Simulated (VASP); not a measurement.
Calculation: r2SCAN meta-GGA, VASP's PBE PAW potentials (set 64) (plane waves; VASP).

The input files of a VASP run:

POSCAR:
```
PtSb
1.0
  4.3115275800   0.0000000000   0.0000000000
 -2.1557637899   3.7338927742   0.0000000000
  0.0000000000   0.0000000000   6.5130640067
Pt Sb
2 2
direct
  0.3333330000   0.6666670000   0.9889218951
  0.6666670000   0.3333330000   0.4889218951
  0.3333330000   0.6666670000   0.3860781049
  0.6666670000   0.3333330000   0.8860781049
```

### KPOINTS
```
K-points
0
Gamma
 8 8 5
0 0 0
```

**INCAR**
```
LWAVE=F
NSW=60   ! most ionic steps
METAGGA=R2SCAN
ISMEAR=1
ENCUT=400
ALGO=Normal
LMIXTAU=T
LMAXMIX=6   ! l cut-off of mixed one-centre charges
LCHARG=F
LASPH=T
NELM=100   ! most electronic steps
EDIFF=1E-6
PREC=Accurate
IBRION=2   ! conjugate gradients
ISIF=3
SIGMA=0.1   ! width (eV)
SYSTEM=PtSb
LREAL=F   ! projection in real space or not
EDIFFG=-0.02   ! ionic stop
```

POTCAR, in this order: Pt Sb (PBE.64 set). Program: vasp_std.

The run wrote:

File OUTCAR:
```
 ion  position               nearest neighbor table
   1  0.333  0.667  0.989-   4 2.58   4 2.58   4 2.58   3 2.59
   2  0.667  0.333  0.489-   3 2.58   3 2.58   3 2.58   4 2.59
   3  0.333  0.667  0.386-   2 2.58   2 2.58   2 2.58   1 2.59
   4  0.667  0.333  0.886-   1 2.58   1 2.58   1 2.58   2 2.59
  LATTYP: Found a hexagonal cell.
 ALAT       =     4.3115275800
 C/A-ratio  =     1.5106163386
 Subroutine PRICEL returns:
 Original cell was already a primitive cell.
 Subroutine GETGRP returns: Found 12 space group operations
The static configuration has the point symmetry C_3v.
 The point group associated with its full space group is C_6v.
The dynamic configuration has the point symmetry C_3v.
 Subroutine INISYM returns: Found 12 space group operations
 Subroutine IBZKPT returns following result:
 Found     30 irreducible k-points:

 Following reciprocal coordinates:
            Coordinates               Weight
  0.000000  0.000000  0.000000      1.000000
  0.125000  0.000000  0.000000      6.000000
  0.250000  0.000000  0.000000      6.000000
  0.375000  0.000000  0.000000      6.000000
  0.500000  0.000000  0.000000      3.000000
  0.125000  0.125000  0.000000      6.000000
  0.250000  0.125000  0.000000     12.000000
  0.375000  0.125000  0.000000     12.000000
  0.250000  0.250000  0.000000      6.000000
  0.375000  0.250000  0.000000      6.000000
  0.000000  0.000000  0.200000      2.000000
  0.125000  0.000000  0.200000     12.000000
  0.250000  0.000000  0.200000     12.000000
  0.375000  0.000000  0.200000     12.000000
  0.500000  0.000000  0.200000      6.000000
  0.125000  0.125000  0.200000     12.000000
  0.250000  0.125000  0.200000     24.000000
  0.375000  0.125000  0.200000     24.000000
  0.250000  0.250000  0.200000     12.000000
  0.375000  0.250000  0.200000     12.000000
  0.000000  0.000000  0.400000      2.000000
  0.125000  0.000000  0.400000     12.000000
  0.250000  0.000000  0.400000     12.000000
  0.375000  0.000000  0.400000     12.000000
  0.500000  0.000000  0.400000      6.000000
  0.125000  0.125000  0.400000     12.000000
  0.250000  0.125000  0.400000     24.000000
  0.375000  0.125000  0.400000     24.000000
  0.250000  0.250000  0.400000     12.000000
  0.375000  0.250000  0.400000     12.000000
   k-points           NKPTS =     30   k-points in BZ     NKDIM =     30   number of bands    NBANDS=     19
   number of dos      NEDOS =    301   number of ions     NIONS =      4
   total plane-waves  NPLWV =  32928
   dimension x,y,z NGX =    28 NGY =   28 NGZ =   42
   dimension x,y,z NGXF=    56 NGYF=   56 NGZF=   84
   ions per type =               2   2
   PREC   = accura    normal or accurate (medium, high low for compatibility)
   ISTART =      0    job   : 0-new  1-cont  2-samecut
   ICHARG =      2    charge: 1-file 2-atom 10-const
   ISPIN  =      1    spin polarized calculation?
   LNONCOLLINEAR =      F non collinear calculations
   LSORBIT =      F    spin-orbit coupling
   INIWAV =      1    electr: 0-lowe 1-rand  2-diag
   ENCUT  =  400.0 eV  29.40 Ry    5.42 a.u.   7.03  7.03 10.62*2*pi/ulx,y,z
   NELM   =    100;   NELMIN=  2; NELMDL= -5     # of ELM steps
   EDIFF  = 0.1E-05   stopping-criterion for ELM
   LREAL  =      F    real-space projection
   NLSPLINE    = F    spline interpolate recip. space projectors
   LMAXMIX     =    6 max onsite mixed and CHGCAR
   VOSKOWN=      0    Vosko Wilk Nusair interpolation
   EDIFFG = -.2E-01   stopping-criterion for IOM
   NSW    =     60    number of steps for IOM
   NBLOCK =      1;   KBLOCK =     60    inner block; outer block
   IBRION =      2    ionic relax: 0-MD 1-quasi-New 2-CG
   NFREE  =      1    steps in history (QN), initial steepest desc. (CG)
...
```

File OSZICAR:
```
...
DAV:   7    -0.155047177875E+03    0.28200E+01   -0.58811E-01  1227   0.639E+00    0.334E+00
DAV:   8    -0.154971218617E+03    0.75959E-01   -0.75297E-01  1216   0.568E+00    0.957E-01
DAV:   9    -0.154925894150E+03    0.45324E-01   -0.41426E-01  1225   0.431E+00    0.293E-01
DAV:  10    -0.155151848133E+03   -0.22595E+00   -0.62107E-02  1227   0.155E+00    0.148E-01
DAV:  11    -0.155207752382E+03   -0.55904E-01   -0.34557E-02  1241   0.118E+00    0.109E-01
DAV:  12    -0.155207029465E+03    0.72292E-03   -0.15370E-03  1367   0.260E-01    0.797E-02
DAV:  13    -0.155207992744E+03   -0.96328E-03   -0.28464E-03  1214   0.420E-01    0.481E-02
DAV:  14    -0.155208481202E+03   -0.48846E-03   -0.27371E-04  1199   0.159E-01    0.209E-02
DAV:  15    -0.155208536347E+03   -0.55145E-04   -0.46283E-05  1316   0.599E-02    0.121E-02
DAV:  16    -0.155208602799E+03   -0.66452E-04   -0.52691E-05  1197   0.651E-02    0.235E-03
DAV:  17    -0.155208604031E+03   -0.12319E-05   -0.10957E-05  1218   0.344E-02    0.196E-03
DAV:  18    -0.155208612218E+03   -0.81870E-05   -0.16560E-06   818   0.152E-02    0.903E-04
DAV:  19    -0.155208612155E+03    0.62699E-07   -0.11726E-07   618   0.272E-03
   1 F= -.15520861E+03 E0= -.15520813E+03  d E =-.155209E+03
       N       E                     dE             d eps       ncg     rms          rms(c)
DAV:   1    -0.155236918636E+03   -0.28306E-01   -0.17700E+00  1169   0.919E+00    0.843E-01
DAV:   2    -0.155213438159E+03    0.23480E-01   -0.66715E-02  1280   0.197E+00    0.374E-01
DAV:   3    -0.155210488280E+03    0.29499E-02   -0.99921E-03  1242   0.668E-01    0.166E-01
DAV:   4    -0.155209809330E+03    0.67895E-03   -0.36520E-03  1276   0.402E-01    0.504E-02
DAV:   5    -0.155209843831E+03   -0.34501E-04   -0.78890E-04  1209   0.193E-01    0.249E-02
DAV:   6    -0.155209986752E+03   -0.14292E-03   -0.42300E-04  1193   0.141E-01    0.133E-02
DAV:   7    -0.155210109768E+03   -0.12302E-03   -0.49518E-05  1232   0.548E-02    0.598E-03
DAV:   8    -0.155210111185E+03   -0.14168E-05   -0.81445E-06  1248   0.227E-02    0.227E-03
DAV:   9    -0.155210112306E+03   -0.11209E-05   -0.45702E-06  1171   0.198E-02    0.854E-04
DAV:  10    -0.155210114908E+03   -0.26017E-05   -0.54523E-07   648   0.742E-03    0.541E-04
DAV:  11    -0.155210113394E+03    0.15141E-05   -0.16701E-07   591   0.382E-03    0.219E-04
DAV:  12    -0.155210114723E+03   -0.13297E-05   -0.63797E-08   582   0.250E-03    0.106E-04
DAV:  13    -0.155210114283E+03    0.44017E-06   -0.62582E-09   570   0.744E-04
   2 F= -.15521011E+03 E0= -.15520965E+03  d E =-.150213E-02
       N       E                     dE             d eps       ncg     rms          rms(c)
DAV:   1    -0.155217291817E+03   -0.71771E-02   -0.33303E-01  1161   0.399E+00    0.364E-01
DAV:   2    -0.155212928622E+03    0.43632E-02   -0.12647E-02  1283   0.843E-01    0.163E-01
DAV:   3    -0.155212333826E+03    0.59480E-03   -0.18907E-03  1242   0.293E-01    0.706E-02
DAV:   4    -0.155212198728E+03    0.13510E-03   -0.71385E-04  1265   0.177E-01    0.212E-02
DAV:   5    -0.155212222693E+03   -0.23965E-04   -0.14611E-04  1218   0.829E-02    0.107E-02
DAV:   6    -0.155212236907E+03   -0.14214E-04   -0.77107E-05  1199   0.599E-02    0.571E-03
DAV:   7    -0.155212265260E+03   -0.28353E-04   -0.98656E-06  1229   0.242E-02    0.250E-03
DAV:   8    -0.155212263646E+03    0.16136E-05   -0.14337E-06   742   0.991E-03    0.839E-04
DAV:   9    -0.155212266148E+03   -0.25022E-05   -0.80265E-07   633   0.783E-03    0.330E-04
DAV:  10    -0.155212265593E+03    0.55491E-06   -0.12061E-07   576   0.257E-03
   3 F= -.15521227E+03 E0= -.15521179E+03  d E =-.365344E-02
       N       E                     dE             d eps       ncg     rms          rms(c)
DAV:   1    -0.155213318427E+03   -0.10523E-02   -0.89326E-02  1140   0.186E+00    0.122E-01
DAV:   2    -0.155212987806E+03    0.33062E-03   -0.22287E-03  1275   0.380E-01    0.616E-02
DAV:   3    -0.155212926302E+03    0.61504E-04   -0.30505E-04  1194   0.128E-01    0.278E-02
DAV:   4    -0.155212914456E+03    0.11846E-04   -0.16200E-04  1262   0.910E-02    0.103E-02
DAV:   5    -0.155212929015E+03   -0.14559E-04   -0.29843E-05  1197   0.402E-02    0.554E-03
DAV:   6    -0.155212929649E+03   -0.63411E-06   -0.56215E-06  1170   0.175E-02
   4 F= -.15521293E+03 E0= -.15521247E+03  d E =-.664056E-03
       N       E                     dE             d eps       ncg     rms          rms(c)
DAV:   1    -0.155217590384E+03   -0.46614E-02   -0.80286E-01  1140   0.559E+00    0.366E-01
DAV:   2    -0.155214611577E+03    0.29788E-02   -0.20118E-02  1275   0.114E+00    0.186E-01
DAV:   3    -0.155214040373E+03    0.57120E-03   -0.27226E-03  1202   0.386E-01    0.841E-02
DAV:   4    -0.155213924388E+03    0.11599E-03   -0.14873E-03  1240   0.276E-01    0.307E-02
DAV:   5    -0.155214058216E+03   -0.13383E-03   -0.26643E-04  1197   0.120E-01    0.168E-02
DAV:   6    -0.155214061688E+03   -0.34713E-05   -0.48216E-05  1190   0.514E-02    0.770E-03
DAV:   7    -0.155214072555E+03   -0.10867E-04   -0.29322E-05  1195   0.392E-02    0.250E-03
DAV:   8    -0.155214077252E+03   -0.46973E-05   -0.59520E-06  1202   0.196E-02    0.116E-03
DAV:   9    -0.155214077935E+03   -0.68260E-06   -0.82368E-07   674   0.849E-03
   5 F= -.15521408E+03 E0= -.15521361E+03  d E =-.181234E-02
       N       E                     dE             d eps       ncg     rms          rms(c)
DAV:   1    -0.155214616172E+03   -0.53892E-03   -0.99930E-02  1140   0.197E+00    0.130E-01
DAV:   2    -0.155214235486E+03    0.38069E-03   -0.25096E-03  1260   0.403E-01    0.662E-02
DAV:   3    -0.155214162184E+03    0.73301E-04   -0.34094E-04  1211   0.136E-01    0.298E-02
DAV:   4    -0.155214146873E+03    0.15311E-04   -0.18410E-04  1243   0.973E-02    0.108E-02
DAV:   5    -0.155214163087E+03   -0.16214E-04   -0.33964E-05  1194   0.429E-02    0.584E-03
DAV:   6    -0.155214163822E+03   -0.73493E-06   -0.66026E-06  1199   0.190E-02
   6 F= -.15521416E+03 E0= -.15521372E+03  d E =-.189823E-02
       N       E                     dE             d eps       ncg     rms          rms(c)
DAV:   1    -0.155218070462E+03   -0.39074E-02   -0.16304E-01  1152   0.299E+00    0.444E-01
DAV:   2    -0.155214051813E+03    0.40186E-02   -0.27166E-02  1164   0.142E+00    0.155E-01
DAV:   3    -0.155213768294E+03    0.28352E-03   -0.12832E-03  1183   0.314E-01    0.734E-02
DAV:   4    -0.155213726577E+03    0.41717E-04   -0.36351E-04  1266   0.922E-02    0.346E-02
DAV:   5    -0.155213730069E+03   -0.34921E-05   -0.66360E-05  1149   0.641E-02    0.144E-02
DAV:   6    -0.155213730952E+03   -0.88254E-06   -0.60142E-05  1225   0.515E-02    0.920E-03
DAV:   7    -0.155213751384E+03   -0.20432E-04   -0.71638E-06  1225   0.202E-02    0.498E-03
DAV:   8    -0.155213753102E+03   -0.17188E-05   -0.43861E-06  1243   0.117E-02    0.864E-04
DAV:   9    -0.155213752944E+03    0.15871E-06   -0.60373E-07   594   0.539E-03
   7 F= -.15521375E+03 E0= -.15521334E+03  d E =0.410878E-03
       N       E                     dE             d eps       ncg     rms          rms(c)
DAV:   1    -0.155216538462E+03   -0.27854E-02   -0.88431E-02  1155   0.220E+00    0.328E-01
DAV:   2    -0.155214369098E+03    0.21694E-02   -0.14828E-02  1170   0.104E+00    0.111E-01
DAV:   3    -0.155214224123E+03    0.14498E-03   -0.69725E-04  1183   0.233E-01    0.516E-02
DAV:   4    -0.155214198629E+03    0.25495E-04   -0.20594E-04  1263   0.694E-02    0.235E-02
DAV:   5    -0.155214215676E+03   -0.17048E-04   -0.35261E-05  1146   0.472E-02    0.106E-02
DAV:   6    -0.155214211493E+03    0.41831E-05   -0.30697E-05  1222   0.370E-02    0.690E-03
DAV:   7    -0.155214226094E+03   -0.14601E-04   -0.36841E-06  1198   0.146E-02    0.369E-03
DAV:   8    -0.155214227634E+03   -0.15397E-05   -0.24970E-06  1107   0.894E-03    0.604E-04
DAV:   9    -0.155214228098E+03   -0.46461E-06   -0.33577E-07   573   0.405E-03
   8 F= -.15521423E+03 E0= -.15521379E+03  d E =-.642763E-04
```

OUTCAR:
```
------------------------ aborting loop because EDIFF is reached ----------------------------------------
  FORCE on cell =-STRESS in cart. coord.  units (eV):
  Direction    XX          YY          ZZ          XY          YZ          ZX
  --------------------------------------------------------------------------------------
  Total       -0.0019436     -0.0019436      0.0100803     -0.0000000      0.0000000      0.0000000
  in kB       -0.0296967     -0.0296967      0.1540220     -0.0000000      0.0000000      0.0000000
  external PRESSURE =       0.0315429 kB  Pullay stress =       0.0000000 kB
  volume of cell :      104.86
      direct lattice vectors                 reciprocal lattice vectors
     4.338524348  0.000000000  0.000000000     0.230493117  0.133075250 -0.000000000
    -2.169262174  3.757272668 -0.000000000    -0.000000000  0.266150500 -0.000000000
     0.000000000  0.000000000  6.432572195    -0.000000000  0.000000000  0.155458807
 POSITION                                       TOTAL-FORCE (eV/Angst)
 -----------------------------------------------------------------------------------
     -0.00000      2.50485      6.35136         0.000000     -0.000000     -0.001851
      2.16926      1.25242      3.13507        -0.000000     -0.000000     -0.001851
     -0.00000      2.50485      2.49343         0.000000     -0.000000      0.001851
      2.16926      1.25242      5.70972        -0.000000      0.000000      0.001851
 -----------------------------------------------------------------------------------
    total drift:                               -0.000897      0.000518     -0.000479
  FREE ENERGIE OF THE ION-ELECTRON SYSTEM (eV)
  ---------------------------------------------------
  free  energy   TOTEN  =      -155.2142280984 eV

  energy  without entropy=     -155.2129062300  energy(sigma->0) =     -155.21378748

 reached required accuracy - stopping structural energy minimisation
```
(Selected blocks of OUTCAR.)

File CONTCAR:
```
PtSb
   1.00000000000000
     4.3385243479022595    0.0000000000007253    0.0000000000000000
    -2.1692621738498756    3.7572726678146195   -0.0000000000000000
     0.0000000000000000    0.0000000000000000    6.4325721946918950
  Pt              Sb
     2     2
Direct
     0.3333330000000032    0.6666669999999968    0.9873743660822241
     0.6666669999999968    0.3333330000000032    0.4873743660822241
     0.3333330000000032    0.6666669999999968    0.3876256339177759
     0.6666669999999968    0.3333330000000032    0.8876256339177759
```

The structure was generated: PtSb was put into the wurtzite type (P6_3mc), which need not be its known phase. This run relaxes it. Symmetry was kept, so distortions that lower it aren't found. The start is the result of an earlier pass.
